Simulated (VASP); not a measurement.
Consider the following.

```xyz
5
Lattice="2.2984 -3.9809 0.0000 2.2984 3.9809 0.0000 0.0000 0.0000 7.2717" Properties=species:S:1:pos:R:3 pbc="T T T"
Mg     0.0000     0.0000     0.0000
Mg     2.2984     1.3270     4.5995
Mg     2.2984    -1.3270     2.6722
Sb     2.2984     1.3270     1.6389
Sb     2.2984    -1.3270     5.6329
```

All values below come from PBE GGA, VASP's PBE PAW potentials (set 64) (plane waves; VASP 6.6.1). Run with 400 eV cut-off, 6×6×4 Γ-centred mesh, tetrahedra with Blöchl corrections, potentials Mg Sb.

Problem. Predict the energy per atom (σ→0).

Solution. 
```
Property                       Result
---------------------  --------------
energy per atom (σ→0)  -2.927 eV/atom
```

The compound is Mg3Sb2 in the a-la2o3 structure. It was relaxed first.
